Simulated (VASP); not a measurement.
Method: vdW-DF-cx, VASP's PBE PAW potentials (set 64) (plane waves; VASP).

The input files of a VASP run:

KPOINTS:
```
Automatic mesh
0
Gamma
6 6 6
0 0 0
```

**POSCAR**
```
KMgF3
4.0032730
  0.9999999296   0.0000000000   0.0000000000
  0.0000000000   0.9999999296   0.0000000000
  0.0000000000   0.0000000000   0.9999999296
K Mg F
1 1 3
Cartesian
  0.0000000000   0.0000000000   0.0000000000
  0.4999999648   0.4999999648   0.4999999648
  0.4999999648   0.0000000000   0.4999999648
  0.0000000000   0.4999999648   0.4999999648
  0.4999999648   0.4999999648   0.0000000000
```

### INCAR
```
# general
SYSTEM   = KMgF3
PREC     = Accurate
ENCUT    = 520   # plane-wave cut-off (eV)
LREAL    = .False.
LASPH    = .True.   # aspherical one-centre terms

# electronic loop
EDIFF    = 1E-7   # SCF stop (eV)
NELM     = 100   # most electronic steps
ALGO     = Normal

# smearing
ISMEAR   = -5   # tetrahedra, Bloechl

# functional
GGA      = CX
LUSE_VDW = .True.
AGGAC    = 0.0

# ions
ISIF     = 2

# output
LWAVE    = .False.
LCHARG   = .True.
LORBIT   = 11
NEDOS    = 601   # DOS grid

# other
LEFG     = .True.
```

POTCAR, in this order: K_sv Mg F (PBE.64 set). Program: vasp_std.

The resulting files:

File OUTCAR:
```
 ion  position               nearest neighbor table
   1  0.000  0.000  0.000-   3 2.83   4 2.83   5 2.83   3 2.83   4 2.83   4 2.83   5 2.83   4 2.83
                             3 2.83   5 2.83   3 2.83   5 2.83   2 3.47   2 3.47   2 3.47   2 3.47
   2  0.500  0.500  0.500-   3 2.00   4 2.00   5 2.00   5 2.00   3 2.00   4 2.00   1 3.47   1 3.47
                             1 3.47   1 3.47   1 3.47   1 3.47   1 3.47   1 3.47
   3  0.500  0.000  0.500-   2 2.00   2 2.00   1 2.83   1 2.83   1 2.83   1 2.83
   4  0.000  0.500  0.500-   2 2.00   2 2.00   1 2.83   1 2.83   1 2.83   1 2.83
   5  0.500  0.500  0.000-   2 2.00   2 2.00   1 2.83   1 2.83   1 2.83   1 2.83
  LATTYP: Found a simple cubic cell.
 ALAT       =     4.0032727183
 Subroutine PRICEL returns:
 Original cell was already a primitive cell.
 Subroutine GETGRP returns: Found 48 space group operations
The static configuration has the point symmetry O_h .
The dynamic configuration has the point symmetry O_h .
 Subroutine INISYM returns: Found 48 space group operations
 Subroutine IBZKPT returns following result:
 Found     20 irreducible k-points:

 Following reciprocal coordinates:
            Coordinates               Weight
  0.000000  0.000000  0.000000      1.000000
  0.166667  0.000000  0.000000      6.000000
  0.333333  0.000000  0.000000      6.000000
  0.500000  0.000000  0.000000      3.000000
  0.166667  0.166667  0.000000     12.000000
  0.333333  0.166667  0.000000     24.000000
  0.500000  0.166667  0.000000     12.000000
  0.333333  0.333333  0.000000     12.000000
  0.500000  0.333333  0.000000     12.000000
  0.500000  0.500000  0.000000      3.000000
  0.166667  0.166667  0.166667      8.000000
  0.333333  0.166667  0.166667     24.000000
  0.500000  0.166667  0.166667     12.000000
  0.333333  0.333333  0.166667     24.000000
  0.500000  0.333333  0.166667     24.000000
  0.500000  0.500000  0.166667      6.000000
  0.333333  0.333333  0.333333      8.000000
  0.500000  0.333333  0.333333     12.000000
  0.500000  0.500000  0.333333      6.000000
...
```

**OSZICAR**
```
       N       E                     dE             d eps       ncg     rms          rms(c)
DAV:   1     0.252791458345E+03    0.25279E+03   -0.17663E+04   800   0.156E+03
DAV:   2    -0.683870738373E+01   -0.25963E+03   -0.25264E+03  1064   0.383E+02
DAV:   3    -0.169507512719E+02   -0.10112E+02   -0.10086E+02   960   0.762E+01
DAV:   4    -0.173197985028E+02   -0.36905E+00   -0.36849E+00  1376   0.114E+01
DAV:   5    -0.173213568638E+02   -0.15584E-02   -0.15583E-02   936   0.775E-01    0.856E+00
DAV:   6    -0.153277173822E+02    0.19936E+01   -0.85914E+00   888   0.217E+01    0.382E+00
DAV:   7    -0.153284136115E+02   -0.69623E-03   -0.23269E-01  1060   0.336E+00    0.241E+00
DAV:   8    -0.153431152527E+02   -0.14702E-01   -0.83680E-02   936   0.307E+00    0.290E-01
DAV:   9    -0.153439626223E+02   -0.84737E-03   -0.15934E-02  1028   0.939E-01    0.147E-01
DAV:  10    -0.153443876945E+02   -0.42507E-03   -0.12846E-03  1100   0.296E-01    0.968E-02
DAV:  11    -0.153445307738E+02   -0.14308E-03   -0.56217E-04   944   0.189E-01    0.582E-02
DAV:  12    -0.153444820658E+02    0.48708E-04   -0.25207E-04   940   0.112E-01    0.351E-03
DAV:  13    -0.153444827911E+02   -0.72531E-06   -0.27380E-06   976   0.136E-02    0.231E-03
DAV:  14    -0.153444827405E+02    0.50585E-07   -0.85255E-07   928   0.697E-03
   1 F= -.15344483E+02 E0= -.15344483E+02  d E =0.000000E+00
```

**OUTCAR**
```
------------------------ aborting loop because EDIFF is reached ----------------------------------------
  FORCE on cell =-STRESS in cart. coord.  units (eV):
  Direction    XX          YY          ZZ          XY          YZ          ZX
  --------------------------------------------------------------------------------------
  Total        0.0542428      0.0542428      0.0542428      0.0000000      0.0000000     -0.0000000
  in kB        1.3545876      1.3545876      1.3545876      0.0000000      0.0000000     -0.0000000
  external PRESSURE =       1.3545876 kB  Pullay stress =       0.0000000 kB
  volume of cell :       64.16
      direct lattice vectors                 reciprocal lattice vectors
     4.003272718  0.000000000  0.000000000     0.249795622  0.000000000  0.000000000
     0.000000000  4.003272718  0.000000000     0.000000000  0.249795622  0.000000000
     0.000000000  0.000000000  4.003272718     0.000000000  0.000000000  0.249795622
 POSITION                                       TOTAL-FORCE (eV/Angst)
 -----------------------------------------------------------------------------------
      0.00000      0.00000      0.00000         0.000000      0.000000      0.000000
      2.00164      2.00164      2.00164         0.000000      0.000000      0.000000
      2.00164      0.00000      2.00164         0.000000      0.000000      0.000000
      0.00000      2.00164      2.00164         0.000000      0.000000      0.000000
      2.00164      2.00164      0.00000         0.000000      0.000000      0.000000
 -----------------------------------------------------------------------------------
    total drift:                                0.000000      0.000000     -0.000000
  FREE ENERGIE OF THE ION-ELECTRON SYSTEM (eV)
  ---------------------------------------------------
  free  energy   TOTEN  =       -15.3444827405 eV

  energy  without entropy=      -15.3444827405  energy(sigma->0) =      -15.34448274

 total charge

# of ion       s       p       d       tot
------------------------------------------
    1        1.954   5.584   0.027   7.565
    2        0.121   0.154   0.075   0.351
    3        1.725   4.404   0.000   6.129
    4        1.725   4.404   0.000   6.129
    5        1.725   4.404   0.000   6.129
--------------------------------------------------
tot          7.252  18.950   0.102  26.304

 Electric field gradients after diagonalization (V/A^2)
 (convention: |V_zz| > |V_xx| > |V_yy|)
----------------------------------------------------------------------
 ion       V_xx      V_yy      V_zz     asymmetry (V_yy - V_xx)/ V_zz
----------------------------------------------------------------------
   1      -0.000    -0.000    -0.000      -0.069
   2       0.000     0.000    -0.000       0.173
   3     -22.468   -22.468    44.936       0.000
   4     -22.468   -22.468    44.936       0.000
   5     -22.468   -22.468    44.936       0.000
```
(Selected blocks of OUTCAR.)

The compound is KMgF3 in the cubic perovskite structure. It was relaxed first.
